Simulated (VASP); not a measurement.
Output of a VASP run:

**OSZICAR**
```
       N       E                     dE             d eps       ncg     rms          rms(c)
DAV:   1     0.112813552816E+03    0.11281E+03   -0.86539E+03   754   0.155E+03
DAV:   2    -0.170049609037E+01   -0.11451E+03   -0.11072E+03   789   0.333E+02
DAV:   3    -0.926501637464E+01   -0.75645E+01   -0.75208E+01   989   0.904E+01
DAV:   4    -0.945487542138E+01   -0.18986E+00   -0.18974E+00   884   0.153E+01
DAV:   5    -0.946491663969E+01   -0.10041E-01   -0.10041E-01  1139   0.317E+00    0.656E+00
DAV:   6    -0.904926204660E+01    0.41565E+00   -0.72759E-01  1110   0.186E+01    0.384E+00
DAV:   7    -0.900263107874E+01    0.46631E-01   -0.22989E-01  1031   0.527E+00    0.124E+00
DAV:   8    -0.899940486460E+01    0.32262E-02   -0.22611E-02  1004   0.230E+00    0.499E-01
DAV:   9    -0.899946466156E+01   -0.59797E-04   -0.18010E-03  1039   0.730E-01    0.214E-01
DAV:  10    -0.899950425317E+01   -0.39592E-04   -0.20381E-04  1139   0.164E-01    0.137E-01
DAV:  11    -0.899952058033E+01   -0.16327E-04   -0.87151E-05   865   0.149E-01    0.113E-01
DAV:  12    -0.899952063352E+01   -0.53190E-07   -0.13990E-05   804   0.314E-02    0.223E-02
DAV:  13    -0.899952057366E+01    0.59861E-07   -0.13615E-06   714   0.797E-03
   1 F= -.61738334E+01 E0= -.61738334E+01  d E =-.617383E+01
```

OUTCAR:
```
------------------------ aborting loop because EDIFF is reached ----------------------------------------
  FORCE on cell =-STRESS in cart. coord.  units (eV):
  Direction    XX          YY          ZZ          XY          YZ          ZX
  --------------------------------------------------------------------------------------
  Total        2.8072840      2.8072840      2.8072840     -0.0000000      0.0000000      0.0000000
  in kB       99.3487174     99.3487174     99.3487174     -0.0000000      0.0000000      0.0000000
  external PRESSURE =      -0.6512826 kB  Pullay stress =     100.0000000 kB
  volume of cell :       45.27
      direct lattice vectors                 reciprocal lattice vectors
     0.000000000  2.828795520  2.828795520    -0.176753674  0.176753674  0.176753674
     2.828795520  0.000000000  2.828795520     0.176753674 -0.176753674  0.176753674
     2.828795520  2.828795520  0.000000000     0.176753674  0.176753674 -0.176753674
  FREE ENERGIE OF THE ION-ELECTRON SYSTEM (eV)
  ---------------------------------------------------
  free  energy   TOTEN  =        -8.9995205737 eV

  energy  without entropy=       -8.9995205737  energy(sigma->0) =       -8.99952057
  enthalpy is  TOTEN    =        -6.1738334014 eV   P V=        2.8256871723

 reached required accuracy - stopping structural energy minimisation
```
(Selected blocks of OUTCAR.)

### POSCAR
```
InP
1
   -0.0000000000     2.8287955204     2.8287955204
    2.8287955204     0.0000000000     2.8287955204
    2.8287955204     2.8287955204    -0.0000000000
In P
1 1
Direct
  0.0000000000   0.0000000000   0.0000000000
  0.2500000000   0.2500000000   0.2500000000
```

**Question.** Reconstruct the remaining input files.

**Answer.** One answer among several that fit: the input of the run itself, PBEsol GGA, plane waves, VASP's PBE PAW potentials (set 64).

INCAR:
```
! general
SYSTEM =InP
PREC   =Accurate
ENCUT  =500
LREAL  =.False.
LASPH  =.True.   ! aspherical one-centre terms

! electronic loop
EDIFF  =1E-6   ! SCF stop (eV)
NELM   =100   ! most electronic steps
ALGO   =Normal   ! blocked Davidson
LMAXMIX=4   ! l cut-off of mixed one-centre charges

! smearing
ISMEAR =0   ! Gaussian
SIGMA  =0.05   ! width (eV)

! functional
GGA    =PS   ! PBEsol

! ions
IBRION =2
NSW    =40
ISIF   =3
EDIFFG =-0.02
PSTRESS=100

! output
LWAVE  =.False.
LCHARG =.False.
```

### KPOINTS
```
Automatic mesh
0
Gamma
8 8 8
0 0 0
```

POTCAR, in this order: In_d P (PBE.64 set). Program: vasp_std.

The structure was generated: InP was put into the zinc blende type (F-43m), which need not be its known phase. It was relaxed first under an external pressure of 10 GPa.
